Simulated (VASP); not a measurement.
```
CELL_PARAMETERS angstrom
      0.00000     2.42165     2.42165
      2.42165     0.00000     2.42165
      2.42165     2.42165     0.00000
ATOMIC_POSITIONS crystal
  Be 0.00000 0.00000 0.00000
  S  0.25000 0.25000 0.25000
```

Calculation: PBE GGA with D3 dispersion (zero damping), VASP's PBE PAW potentials (set 64) (plane waves; VASP). Settings: 520 eV cut-off, Gaussian smearing of 0.050 eV, potentials Be S.

Task: Give the energies of bands 2 to 7 at the high-symmetry points, in eV from the valence-band maximum.

Result: 
```csv
band,Γ,X,U,L,W
2,0.00,-5.04,-4.57,-5.81,-4.27
3,0.00,-2.66,-4.12,-1.04,-3.89
4,0.00,-2.66,-2.20,-1.04,-3.37
5,5.67,3.10,4.36,5.49,6.48
6,5.67,4.91,7.53,6.56,8.11
7,5.67,12.82,10.58,6.56,8.46
```

The gap is indirect, 3.10 eV, from the valence maximum at Γ to the conduction minimum at X.

The compound is BeS in the zinc blende structure. It was relaxed first.
